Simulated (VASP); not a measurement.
Consider the following.

```xyz
3
Lattice="0.0000 2.1792 2.1792 2.1792 0.0000 2.1792 2.1792 2.1792 0.0000" Properties=species:S:1:pos:R:3 pbc="T T T"
Li     1.0896     1.0896     1.0896
Li     3.2688     3.2688     3.2688
O      0.0000     0.0000     0.0000
```

The numbers are results of PBE GGA, VASP's PBE PAW potentials (set 64) (plane waves; VASP 6.6.1), not measurements. Run with 620 eV cut-off, 9×9×9 Γ-centred mesh, Gaussian smearing of 0.050 eV, potentials Li_sv O.

Energy and stress use the plane-wave basis of the starting cell.

Task: The ions, cell shape and volume at an external pressure of 30.0 GPa are relaxed. What does this cell relax into?

Result: 
```xyz
3
Lattice="0.0000 2.1370 2.1370 2.1370 0.0000 2.1370 2.1370 2.1370 0.0000" Properties=species:S:1:pos:R:3 pbc="T T T"
Li     1.0685     1.0685     1.0685
Li     3.2056     3.2056     3.2056
O      0.0000     0.0000     0.0000
```
Space group Fm-3m (225), at a tolerance of 0.03 Å.

Task: How do energy and volume change from the first to the last step?

Result: The energy (σ→0) changes by +60.9 meV/atom and the volume by -5.7 %, in 3 ionic steps.

| step | E(σ→0) (eV) | max force (eV/Å) | pressure (GPa) | volume (Å³) |
|---|---|---|---|---|
| 1 | -14.1180 | 0.000 | 20.08 | 20.70 |
| 2 | -13.9211 | 0.000 | 30.74 | 19.44 |
| 3 | -13.9354 | 0.000 | 30.01 | 19.52 |

The compound is Li2O in the antifluorite structure. This run relaxes it under an external pressure of 30 GPa. Symmetry was kept, so distortions that lower it aren't found.
